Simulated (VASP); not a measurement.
Calculation: PW91 GGA, VASP's PBE PAW potentials (set 64) (plane waves; VASP).

Input for VASP

File POSCAR:
```
Co
1.0
  1.2469553932  -2.1597903276   0.0000000000
  1.2469553932   2.1597903276   0.0000000000
  0.0000000000   0.0000000000   4.0221820476
Co
2
Cartesian
  1.2469553932   0.7199315491   1.0055455119
  1.2469553932  -0.7199315491   3.0166365357
```

INCAR:
```
SYSTEM = Co
PREC = Accurate; ENCUT = 520; LREAL = .FALSE.
LASPH = .TRUE.
EDIFF = 1E-7; NELM = 100; ALGO = Normal
LMAXMIX = 4
ISMEAR = 1; SIGMA = 0.1
GGA = 91
MAGMOM = 1.6 1.6
ISPIN = 2
IBRION = 2; NSW = 30; ISIF = 4
EDIFFG = -0.01
LWAVE = .FALSE.; LCHARG = .FALSE.; LORBIT = 10
```

### KPOINTS
```
Automatic mesh
0
Gamma
17 17 9
0 0 0
```

POTCAR, in this order: Co (PBE.64 set). Program: vasp_std.

What VASP printed:

File OUTCAR:
```
 ion  position               nearest neighbor table
   1  0.333  0.667  0.250-   2 2.47   2 2.47   2 2.47   2 2.47   2 2.47   2 2.47
   2  0.667  0.333  0.750-   1 2.47   1 2.47   1 2.47   1 2.47   1 2.47   1 2.47
  LATTYP: Found a hexagonal cell.
 ALAT       =     2.4939109871
 C/A-ratio  =     1.6128009654
 Subroutine PRICEL returns:
 Original cell was already a primitive cell.
 Subroutine GETGRP returns: Found 24 space group operations
The static configuration has the point symmetry D_3d.
 The point group associated with its full space group is D_6h.
The dynamic configuration has the point symmetry D_3d.
The overall configuration has the point symmetry D_3d.
 Subroutine INISYM returns: Found 24 space group operations
 Subroutine IBZKPT returns following result:
 Found    165 irreducible k-points:

 Following reciprocal coordinates:
            Coordinates               Weight
  0.000000  0.000000  0.000000      1.000000
  0.058824  0.000000  0.000000      6.000000
  0.117647  0.000000  0.000000      6.000000
  0.176471  0.000000  0.000000      6.000000
  0.235294  0.000000  0.000000      6.000000
  0.294118  0.000000  0.000000      6.000000
  0.352941 -0.000000  0.000000      6.000000
  0.411765  0.000000  0.000000      6.000000
  0.470588  0.000000  0.000000      6.000000
  0.058824  0.058824  0.000000      6.000000
  0.117647  0.058824  0.000000     12.000000
  0.176471  0.058824  0.000000     12.000000
  0.235294  0.058824  0.000000     12.000000
  0.294118  0.058824  0.000000     12.000000
  0.352941  0.058824  0.000000     12.000000
  0.411765  0.058824  0.000000     12.000000
  0.470588  0.058824  0.000000      6.000000
  0.117647  0.117647  0.000000      6.000000
  0.176471  0.117647  0.000000     12.000000
  0.235294  0.117647  0.000000     12.000000
  0.294118  0.117647  0.000000     12.000000
  0.352941  0.117647  0.000000     12.000000
  0.411765  0.117647  0.000000     12.000000
  0.176471  0.176471  0.000000      6.000000
  0.235294  0.176471  0.000000     12.000000
  0.294118  0.176471  0.000000     12.000000
  0.352941  0.176471  0.000000     12.000000
  0.411765  0.176471  0.000000      6.000000
  0.235294  0.235294  0.000000      6.000000
  0.294118  0.235294  0.000000     12.000000
  0.352941  0.235294  0.000000     12.000000
  0.294118  0.294118  0.000000      6.000000
  0.352941  0.294118  0.000000      6.000000
  0.000000  0.000000  0.111111      2.000000
  0.058824  0.000000  0.111111     12.000000
  0.117647  0.000000  0.111111     12.000000
  0.176471  0.000000  0.111111     12.000000
  0.235294  0.000000  0.111111     12.000000
  0.294118  0.000000  0.111111     12.000000
  0.352941 -0.000000  0.111111     12.000000
   k-points           NKPTS =    165   k-points in BZ     NKDIM =    165   number of bands    NBANDS=     15
   number of dos      NEDOS =    301   number of ions     NIONS =      2
   total plane-waves  NPLWV =  12000
   dimension x,y,z NGX =    20 NGY =   20 NGZ =   30
   dimension x,y,z NGXF=    40 NGYF=   40 NGZF=   60
   ions per type =               2
   PREC   = accura    normal or accurate (medium, high low for compatibility)
   ISTART =      0    job   : 0-new  1-cont  2-samecut
   ICHARG =      2    charge: 1-file 2-atom 10-const
   ISPIN  =      2    spin polarized calculation?
   LNONCOLLINEAR =      F non collinear calculations
   LSORBIT =      F    spin-orbit coupling
   INIWAV =      1    electr: 0-lowe 1-rand  2-diag
   ENCUT  =  520.0 eV  38.22 Ry    6.18 a.u.   4.64  4.64  7.48*2*pi/ulx,y,z
   NELM   =    100;   NELMIN=  2; NELMDL= -5     # of ELM steps
   EDIFF  = 0.1E-06   stopping-criterion for ELM
...
```

File OSZICAR:
```
       N       E                     dE             d eps       ncg     rms          rms(c)
DAV:   1     0.805499205579E+02    0.80550E+02   -0.83916E+03 10052   0.159E+03
DAV:   2    -0.138588341440E+02   -0.94409E+02   -0.87388E+02  9907   0.256E+02
DAV:   3    -0.160634467359E+02   -0.22046E+01   -0.21479E+01 11839   0.557E+01
DAV:   4    -0.160965316549E+02   -0.33085E-01   -0.33076E-01 14344   0.520E+00
DAV:   5    -0.160968203775E+02   -0.28872E-03   -0.28872E-03 12204   0.470E-01    0.145E+01
DAV:   6    -0.144353858526E+02    0.16614E+01   -0.13447E+01 10614   0.748E+01    0.718E+00
DAV:   7    -0.140171743224E+02    0.41821E+00   -0.19382E+00 10943   0.274E+01    0.365E+00
DAV:   8    -0.140031624688E+02    0.14012E-01   -0.20864E-02 13835   0.169E+00    0.185E+00
DAV:   9    -0.139881410971E+02    0.15021E-01   -0.48942E-03 14887   0.117E+00    0.639E-01
DAV:  10    -0.139886101942E+02   -0.46910E-03   -0.47378E-04 13506   0.308E-01    0.388E-01
DAV:  11    -0.139886536987E+02   -0.43504E-04   -0.46158E-04 12983   0.333E-01    0.282E-02
DAV:  12    -0.139886511008E+02    0.25979E-05   -0.18901E-05 11340   0.420E-02    0.155E-02
DAV:  13    -0.139886499235E+02    0.11773E-05   -0.23398E-06 15009   0.216E-02    0.106E-02
DAV:  14    -0.139886503604E+02   -0.43690E-06   -0.38429E-07 11100   0.840E-03    0.395E-03
DAV:  15    -0.139886500683E+02    0.29210E-06   -0.50101E-08  5811   0.396E-03    0.856E-04
DAV:  16    -0.139886500280E+02    0.40224E-07   -0.13145E-08  5552   0.165E-03
   1 F= -.13988650E+02 E0= -.13988947E+02  d E =-.139887E+02  mag=     3.1791
       N       E                     dE             d eps       ncg     rms          rms(c)
DAV:   1    -0.139887012837E+02   -0.51215E-04   -0.15297E-03 11041   0.337E-01    0.428E-02
DAV:   2    -0.139886692840E+02    0.32000E-04   -0.22424E-05 13501   0.846E-02    0.219E-02
DAV:   3    -0.139886588427E+02    0.10441E-04   -0.14111E-05 12316   0.440E-02    0.616E-03
DAV:   4    -0.139886590704E+02   -0.22774E-06   -0.12133E-06 11289   0.165E-02    0.155E-03
DAV:   5    -0.139886590683E+02    0.21598E-08   -0.58344E-08  5580   0.479E-03
   2 F= -.13988659E+02 E0= -.13988959E+02  d E =-.904022E-05  mag=     3.1791
```

**OUTCAR**
```
------------------------ aborting loop because EDIFF is reached ----------------------------------------
  FORCE on cell =-STRESS in cart. coord.  units (eV):
  Direction    XX          YY          ZZ          XY          YZ          ZX
  --------------------------------------------------------------------------------------
  Total       -0.0267594     -0.0267594     -0.0321899      0.0000000      0.0000000      0.0000000
  in kB       -1.9789403     -1.9789407     -2.3805428      0.0000000      0.0000000      0.0000000
  external PRESSURE =      -2.1128079 kB  Pullay stress =       0.0000000 kB
  volume of cell :       21.66
      direct lattice vectors                 reciprocal lattice vectors
     1.247279722 -2.160352081 -0.000000000     0.400872388 -0.231443756  0.000000000
     1.247279722  2.160352081  0.000000000     0.400872388  0.231443756  0.000000000
     0.000000000  0.000000000  4.020090555     0.000000000 -0.000000000  0.248750616
 POSITION                                       TOTAL-FORCE (eV/Angst)
 -----------------------------------------------------------------------------------
      1.24728      0.72012      1.00502        -0.000000     -0.000000      0.000000
      1.24728     -0.72012      3.01507         0.000000      0.000000      0.000000
 -----------------------------------------------------------------------------------
    total drift:                               -0.000000      0.000001     -0.000029
  FREE ENERGIE OF THE ION-ELECTRON SYSTEM (eV)
  ---------------------------------------------------
  free  energy   TOTEN  =       -13.9886590683 eV

  energy  without entropy=      -13.9895603615  energy(sigma->0) =      -13.98895950

 total charge

# of ion       s       p       d       tot
------------------------------------------
    1        0.488   0.517   7.279   8.283
    2        0.488   0.517   7.279   8.283
--------------------------------------------------
tot          0.975   1.034  14.557  16.566

 magnetization (x)

# of ion       s       p       d       tot
------------------------------------------
    1       -0.014  -0.048   1.667   1.605
    2       -0.014  -0.048   1.667   1.605
--------------------------------------------------
tot         -0.027  -0.096   3.334   3.210

 reached required accuracy - stopping structural energy minimisation
```
(Selected blocks of OUTCAR.)

### CONTCAR
```
Co
   1.00000000000000
     1.2472797216714646   -2.1603520808443806   -0.0000000000000000
     1.2472797216714646    2.1603520808443806    0.0000000000000000
     0.0000000000000000    0.0000000000000000    4.0200905547487817
  Co
     2
Direct
     0.3333330000000032    0.6666669999999968    0.2500000000000000
     0.6666669999999968    0.3333330000000032    0.7500000000000000
```

**OUTCAR**
```
 val. band max:       10.1767696502   @ k =   0.4118   0.0588   0.4444

 cond. band min:      10.2042647647   @ k =   0.2353   0.0588   0.0000


 Fermi energy:        10.1823456444

 spin component 1

 k-point     1 :       0.0000    0.0000    0.0000
  band No.  band energies     occupation
      1       1.3358      1.00000
      2       5.1176      1.00000
      3       7.6667      1.00000
      4       7.6763      1.00000
      5       7.6763      1.00000
      6       7.9932      1.00000
      7       7.9932      1.00000
      8       8.3308      1.00000
      9       8.3308      1.00000
     10       9.4542      1.00000
     11       9.4542      1.00000
     12      10.2231      0.18507
     13      16.6806      0.00000
     14      32.2278      0.00000
     15      34.6960      0.00000

 k-point     2 :       0.0588    0.0000    0.0000
  band No.  band energies     occupation
      1       1.4573      1.00000
      2       5.1911      1.00000
      3       7.5157      1.00000
      4       7.7333      1.00000
      5       7.8111      1.00000
      6       7.9658      1.00000
      7       8.0436      1.00000
      8       8.2686      1.00000
      9       8.2943      1.00000
     10       8.9378      1.00000
     11       9.4702      1.00000
     12      10.8839     -0.00000
     13      16.7009      0.00000
     14      31.3002      0.00000
     15      33.0760      0.00000

 k-point     3 :       0.1176    0.0000    0.0000
  band No.  band energies     occupation
      1       1.8157      1.00000
      2       5.3940      1.00000
      3       7.3295      1.00000
      4       7.8600      1.00000
      5       7.8993      1.00000
      6       7.9486      1.00000
      7       7.9985      1.00000
      8       8.1897      1.00000
      9       8.1960      1.00000
     10       8.4668      1.00000
     11       9.5101      1.00000
     12      11.9245     -0.00000
     13      16.7676      0.00000
...
```

The compound is Co in the hcp structure. This run relaxes it. Symmetry was kept, so distortions that lower it aren't found.
